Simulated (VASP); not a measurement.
# MgBe: single point with PBE

Crystal: MgBe.

```
CELL_PARAMETERS angstrom
2.39955 0.00000 0.00000
-1.19977 2.07807 0.00000
0.00000 0.00000 4.90091
ATOMIC_POSITIONS crystal
Mg 0.00000 0.00000 0.04335
Be 0.00000 0.00000 0.59051
```

The cell was built by a generator and needn't be a form met in nature.

| Quantity | Value |
| --- | --- |
| Program | VASP 6.6.1 |
| Task | single point |
| Functional | PBE |
| Potentials or basis | VASP PAW PBE potentials, release 64 (Mg, Be) |
| Cutoff | 520 eV |
| k mesh | 13 × 13 × 6 |
| Occupations | fermi-dirac, width 0.05 eV |
| Spin | no spin polarisation |
| Further INCAR settings | ALGO = Normal; EDIFF = 1e-07; NBANDS = 9 |

```yaml
Pressure: 33.7 GPa
Largest_force: 1.735 eV/Å
Band_gap_on_the_k_mesh: none (metal or under the smearing width)
```

Forces on the atoms (eV/Å):
```
Mg   0.000  0.000  1.735
Be   0.000  0.000 -1.735
```

Stress tensor (GPa, compression positive):
```
39.11  0.00  0.00
 0.00 39.11  0.00
 0.00  0.00 22.93
```

Levels at points of the mesh, in eV from the Fermi level:
```
           k point  band 1  band 2  band 3  band 4  band 5  band 6
(0.00, 0.00, 0.00)   -9.70   -4.45   -3.50   10.59   13.21   15.12
(0.00, 0.00, 0.50)   -8.77   -7.63    1.51    4.11   15.10   15.10
```

It took 14 s on 1 thread of Intel(R) Xeon(R) Platinum 8259CL CPU @ 2.50GHz (Skylake/Cascade Lake), on a shared host, peak memory 0.14 GiB.

Caveat: a pressure of tens of GPa on the cell as given is suspect, and the run, the potentials or the cell itself is likely at fault; forces of over 1 eV/Å show positions far from the minimum, so gaps and moduli don't describe the material at rest.
